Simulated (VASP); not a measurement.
Take Cu$_{3}$Au (L1_2), against free atoms with fixed spin and no zero-point term, in VASP with PAW potentials, and its cohesive energy.

**Question.** One run gives 4.51 eV/atom. Which level is it?
(A) PW91
(B) PBEsol
(C) LDA
(D) PBE

**Answer.** C, LDA.  The others give 3.42 (PBE), 3.44 (PW91), 4.00 (PBEsol).

Only levels that ran to the end are used. Left out are those held back, those with too coarse a band path, GW runs whose mesh misses a band edge, hybrids' fits of cells that aren't cubic and levels without matching references; a question may draw on a part of the rest.
